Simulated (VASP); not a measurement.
Input:

```yaml
crystal:
  lattice:
    - [0.00000, 3.22630, 3.22630]
    - [3.22630, 0.00000, 3.22630]
    - [3.22630, 3.22630, 0.00000]
  atoms:
    - { symbol: Ag, position: [0.00000, 0.00000, 0.00000] }
    - { symbol: I, position: [0.75000, 0.75000, 0.75000] }
```

Calculation: PBE GGA, VASP's PBE PAW potentials (set 64) (plane waves; VASP). Run with 300 eV cut-off, 9×9×9 Γ-centred mesh, Fermi-Dirac smearing of 0.010 eV, potentials Ag I.

At this cut-off the stress carries a Pulay error, which pulls relaxed volumes low. Unless said otherwise, spin-orbit coupling is left out, though it shifts the bands of the heavy elements here.

**Question.** What does the run give for the energy per atom (σ→0), pressure, band gap (on the k-mesh) with the smallest direct gap where there is one?

**Answer.** 
```json
{
  "band gap (on the k-mesh)": "1.33 eV",
  "smallest direct gap (on the k-mesh)": "1.33 eV",
  "energy per atom (σ→0)": "-2.378 eV/atom",
  "pressure": "2.46 GPa"
}
```

Only differences to runs with the same potentials and settings are physical.

The structure comes from a computed database's AgI entry; how it stands against other phases isn't given here. The cell was not relaxed at this level.
